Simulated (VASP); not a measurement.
# YLu (Fm-3m) in VASP: further runs

Runs on YLu. Level: PBE. Tasks: relaxation of cell and atoms, single point.

All numbers are computed with VASP 6.6.1; they aren't measurements. Logs are shortened: lines on timing, memory, paths and dates and some standing lists are left out, and cuts for length are marked.

**1. The cell of the first run**

The structure is cubic, space group Fm-3m (No. 225). The conventional cell has a = 5.442 Å, b = 5.442 Å, c = 5.442 Å, α = 90.00°, β = 90.00°, γ = 90.00°. Around Y (site symmetry m-3m) lie 6 Lu at 2.72 Å. Lu (site symmetry m-3m) has 6 Y at 2.72 Å as nearest neighbours.

The cell was built by a generator and needn't be a form met in nature.

**2. Relaxation of cell and atoms, PBE (species swapped into the YN type (Fm-3m, No. 225))**

Contents of INCAR:

```
SYSTEM = YLu
ALGO     = Normal         ! electronic algorithm
EDIFF    = 1E-7           ! SCF threshold, eV
EDIFFG   = -0.04          ! ionic threshold
ENCUT    = 600            ! plane-wave cutoff, eV
GGA      = PE             ! functional
IBRION   = 2              ! ionic algorithm
ISIF     = 3              ! what is computed and relaxed
ISMEAR   = 0              ! smearing method
LASPH    = .TRUE.         ! aspherical terms in the spheres
LCHARG   = .FALSE.        ! write CHGCAR
LREAL    = .FALSE.        ! projectors in reciprocal space
LWAVE    = .FALSE.        ! write WAVECAR
NELM     = 100            ! most SCF steps
NSW      = 90             ! ionic steps
PREC     = Accurate       ! precision mode
SIGMA    = 0.1            ! smearing width, eV
```

Contents of KPOINTS:

```
k-points
0
G
  6 6 6
  0 0 0
```

Contents of POSCAR:

```
YLu
1.0
    0.0000000000      2.7210103600      2.7210103600
    2.7210103600      0.0000000000      2.7210103600
    2.7210103600      2.7210103600      0.0000000000
Y Lu
1 1
Direct
    0.0000000000      0.0000000000      0.0000000000
    0.5000000000      0.5000000000      0.5000000000
```

Potentials or basis: VASP PAW PBE potentials, release 64 (Y_sv, Lu).

On the command line:

```console
> cat potpaw_PBE.64/Y_sv/POTCAR potpaw_PBE.64/Lu/POTCAR > POTCAR
> mpirun -np 1 vasp_std > vasp.out
```

OUTCAR:

```text
SYSTEM = YLu
   EDIFF = 1E-7
   EDIFFG = -0.04
   ENCUT = 600
   GGA = PE
   IBRION = 2
   ISIF = 3
   ISMEAR = 0
   LASPH = .TRUE.
   LREAL = .FALSE.
   NELM = 100
   NSW = 90
   PREC = Accurate

 ion  position               nearest neighbor table
   1  0.000  0.000  0.000-   2 2.72   2 2.72   2 2.72   2 2.72   2 2.72   2 2.72
   2  0.500  0.500  0.500-   1 2.72   1 2.72   1 2.72   1 2.72   1 2.72   1 2.72

  LATTYP: Found a face centered cubic cell.
 ALAT       =     5.4420207200

  Lattice vectors:

 A1 = (   0.0000000000,   2.7210103600,   2.7210103600)
 A2 = (   2.7210103600,   0.0000000000,   2.7210103600)
 A3 = (   2.7210103600,   2.7210103600,   0.0000000000)

Analysis of symmetry for initial positions (statically):
=====================================================================
 Subroutine PRICEL returns:
 Original cell was already a primitive cell.

 Routine SETGRP: Setting up the symmetry group for a
 face centered cubic supercell.

 Subroutine GETGRP returns: Found 48 space group operations
 (whereof 48 operations were pure point group operations)
 out of a pool of 48 trial point group operations.

The static configuration has the point symmetry O_h .

Analysis of symmetry for dynamics (positions and initial velocities):
=====================================================================
 Subroutine PRICEL returns:
 Original cell was already a primitive cell.

 Routine SETGRP: Setting up the symmetry group for a
 face centered cubic supercell.

 Subroutine GETGRP returns: Found 48 space group operations
 (whereof 48 operations were pure point group operations)
 out of a pool of 48 trial point group operations.

The dynamic configuration has the point symmetry O_h .

 Subroutine INISYM returns: Found 48 space group operations
 (whereof 48 operations are pure point group operations),
 and found     1 'primitive' translations

----------------------------------------------------------------------------------------

                                     Primitive cell

  volume of cell :      40.2922

  direct lattice vectors                    reciprocal lattice vectors
     0.000000000  2.721010360  2.721010360    -0.183755272  0.183755272  0.183755272
     2.721010360  0.000000000  2.721010360     0.183755272 -0.183755272  0.183755272
     2.721010360  2.721010360  0.000000000     0.183755272  0.183755272 -0.183755272

  length of vectors
     3.848089754  3.848089754  3.848089754     0.318273468  0.318273468  0.318273468

  position of ions in fractional coordinates (direct lattice)
     0.000000000  0.000000000  0.000000000
     0.500000000  0.500000000  0.500000000

[... 54 lines left out ...]
   ions per type =               1   1
   NGX,Y,Z   is equivalent  to a cutoff of  13.82, 13.82, 13.82 a.u.
   NGXF,Y,Z  is equivalent  to a cutoff of  27.65, 27.65, 27.65 a.u.
 SYSTEM =  YLu
   PREC   = accura    normal or accurate (medium, high low for compatibility)
   ISTART =      0    job   : 0-new  1-cont  2-samecut
   ICHARG =      2    charge: 1-file 2-atom 10-const
   ISPIN  =      1    spin polarized calculation?
   LNONCOLLINEAR =      F non collinear calculations
   LSORBIT =      F    spin-orbit coupling
   LASPH  =      T    aspherical Exc in radial PAW
   ENCUT  =  600.0 eV  44.10 Ry    6.64 a.u.   7.69  7.69  7.69*2*pi/ulx,y,z
   NELM   =    100;   NELMIN=  2; NELMDL= -5     # of ELM steps
   EDIFF  = 0.1E-06   stopping-criterion for ELM
   LREAL  =      F    real-space projection
   EDIFFG = -.4E-01   stopping-criterion for IOM
   NSW    =     90    number of steps for IOM
   IBRION =      2    ionic relax: 0-MD 1-quasi-New 2-CG
   NFREE  =      1    steps in history (QN), initial steepest desc. (CG)
   ISIF   =      3    stress and relaxation
   ISYM   =      2    0-nonsym 1-usesym 2-fastsym
   POTIM  = 0.5000    time-step for ionic-motion
   TEBEG  =    0.0;   TEEND  =   0.0 temperature during run
   PSTRESS=    0.0 pullay stress
   NELECT =      36.0000    total number of electrons
   NUPDOWN=      -1.0000    fix difference up-down
   EMIN   =  10.00;   EMAX   =-10.00  energy-range for DOS
   EFERMI =   0.00;   METHOD = LEGACY
   ISMEAR =     0;   SIGMA  =   0.10  broadening in eV -4-tet -1-fermi 0-gaus
   EFERMI_NEDOS =   21; number of points for ismear=-14 and -15
   IALGO  =     38    algorithm
   IMIX   =      4    mixing-type and parameters
     AMIX     =   0.40;   BMIX     =  1.00
     AMIX_MAG =   1.60;   BMIX_MAG =  1.00
  volume/ion in A,a.u.               =      20.15       135.95
  Fermi-wavevector in a.u.,A,eV,Ry     =   1.576772  2.979666 33.826925  2.486209
  Thomas-Fermi vector in A             =   2.677554
   LORBIT       =      0    0 simple, 1 ext, 2 COOP (PROOUT), +10 PAW based schemes
   GGA     = PE    functional components
   LHFCALC =     F    Hartree Fock is set to
   AEXX    =    0.0000 exact exchange contribution
   IVDW    =     0    specifies the selected vdW correction
   LEPSILON=     F    determine dielectric tensor
   LRPA    =     F    only Hartree local field effects (RPA)
 conjugate gradient relaxation of ions
 non-spin polarized calculation
 Gauss-broadening in eV      SIGMA  =   0.10
  energy-cutoff  :      600.00
  volume of cell :       40.29
 maximum number of plane-waves:      1363
   NGX = 15   NGY = 15   NGZ = 15

--------------------------------------- Ionic step        1  -------------------------------------------

 number of electron      35.9999997 magnetization

 Free energy of the ion-electron system (eV)
  ---------------------------------------------------
  ext. energy  EPLUGINS =         0.00000000
  ---------------------------------------------------
  free energy    TOTEN  =        -7.37770882 eV

  energy without entropy =       -7.36039382  energy(sigma->0) =       -7.36905132

 E-fermi :   4.9812     XC(G=0): -12.0044

 val. band max:        4.9548131289   @ k =  -0.1667   0.1667   0.0000
 cond. band min:       4.9858101071   @ k =   0.3333   0.0000   0.0000
 fundamental gap:      0.0309969781
 Fermi energy:         4.9812365697

 k-point     1 :       0.0000    0.0000    0.0000
  band No.  band energies     occupation
      1     -51.2911      2.00000
      2     -36.9554      2.00000
      3     -22.1513      2.00000
      4     -22.1513      2.00000
      5     -22.1513      2.00000
      6     -16.9216      2.00000
[... 496 lines left out ...]
--------------------------------------- Ionic step        4  -------------------------------------------

 number of electron      35.9999998 magnetization

 Free energy of the ion-electron system (eV)
  ---------------------------------------------------
  ext. energy  EPLUGINS =         0.00000000
  ---------------------------------------------------
  free energy    TOTEN  =        -9.32420684 eV

  energy without entropy =       -9.30256730  energy(sigma->0) =       -9.31338707

 E-fermi :   2.2604     XC(G=0):  -9.6050

 val. band max:        2.2096407343   @ k =   0.5000   0.3333   0.1667
 cond. band min:       2.2756241723   @ k =   0.3333   0.3333   0.0000
 fundamental gap:      0.0659834380
 Fermi energy:         2.2603887163

 k-point     1 :       0.0000    0.0000    0.0000
  band No.  band energies     occupation
      1     -54.5012      2.00000
      2     -40.5820      2.00000
      3     -25.1596      2.00000
      4     -25.1596      2.00000
      5     -25.1596      2.00000
      6     -20.5698      2.00000
[... 418 lines left out ...]
  FREE ENERGIE OF THE ION-ELECTRON SYSTEM (eV)
  ---------------------------------------------------
  free  energy   TOTEN  =        -9.3242068419 eV

  energy  without entropy=       -9.3025672971  energy(sigma->0) =       -9.31338707

 reached required accuracy - stopping structural energy minimisation
```

OSZICAR:

```text
N       E                     dE             d eps       ncg     rms          rms(c)
DAV:   1     0.204818745940E+03    0.20482E+03   -0.17435E+04   920   0.555E+03
DAV:   2     0.120279893872E+02   -0.19279E+03   -0.18867E+03   744   0.557E+02
DAV:   3    -0.671637047456E+01   -0.18744E+02   -0.18184E+02  1102   0.112E+02
DAV:   4    -0.762980835602E+01   -0.91344E+00   -0.91099E+00   916   0.178E+01
[... 84 lines left out ...]
DAV:   9    -0.932420682933E+01   -0.60230E-05   -0.59147E-05  1032   0.351E-02    0.101E-02
DAV:  10    -0.932420700970E+01   -0.18037E-06   -0.13405E-05  1138   0.303E-02    0.169E-02
DAV:  11    -0.932420699223E+01    0.17466E-07   -0.46191E-06   866   0.173E-02    0.558E-03
DAV:  12    -0.932420681130E+01    0.18094E-06   -0.94694E-07  1014   0.879E-03    0.217E-03
DAV:  13    -0.932420684188E+01   -0.30584E-07   -0.31544E-07   866   0.285E-03
   4 F= -.93242068E+01 E0= -.93133871E+01  d E =-.194650E+01
```

Wall time 2.7 min (1 thread of Intel Xeon Platinum 8375C at 2.90GHz (Ice Lake), shared host); peak memory 0.2 GiB.

Results:

```yaml
Free_energy: -9.3242 eV
Relaxed_volume: 33.73 Å³/atom
Relaxed_cell: a = 4.569 Å, b = 4.569 Å, c = 4.569 Å, α = 60.00°, β = 60.00°, γ = 60.00°
Space_group_after_relaxing_to_0.05_Å: Fm-3m (No. 225)
Energy_gained_by_relaxing: 973.2 meV/atom
Ionic_steps: 4
Pressure_after_relaxing: -0.1 GPa
Band_gap_on_the_k_mesh: none (metal or under the smearing width)
```

Step by step:
| step | energy change (eV) | largest force (eV/Å) | pressure (GPa) | volume (Å³) |
| --- | --- | --- | --- | --- |
| 1 | 0.0000 | 0.0000 | 35.13 | 40.29 |
| 2 | -1.9201 | 0.0000 | -1.69 | 71.93 |
| 3 | -1.9428 | 0.0000 | 0.77 | 65.66 |
| 4 | -1.9465 | 0.0000 | -0.06 | 67.45 |

Final structure:
```
Y Lu
1.0
     0.00000    3.23090    3.23090
     3.23090    0.00000    3.23090
     3.23090    3.23090    0.00000
Y Lu
1 1
Direct
  0.00000 0.00000 0.00000
  0.50000 0.50000 0.50000
```

Levels at points of the mesh, in eV from the Fermi level:
```csv
k point,band 14,band 15,band 16,band 17,band 18,band 19,band 20,band 21,band 22
"(0.00, 0.00, 0.00)",-5.47,-5.47,-5.08,-0.52,-0.52,-0.49,-0.49,-0.49,5.59
"(0.50, 0.00, 0.00)",-5.47,-5.47,-2.17,-1.86,0.96,0.96,1.28,1.28,2.51
"(0.50, 0.50, 0.00)",-5.48,-5.47,-2.33,-1.79,-0.19,0.08,0.22,2.95,2.95
```

Caveat: the volume moved by over 15 % at a fixed basis, so the end points are rough.

(Part 1 of 2 ends here.)
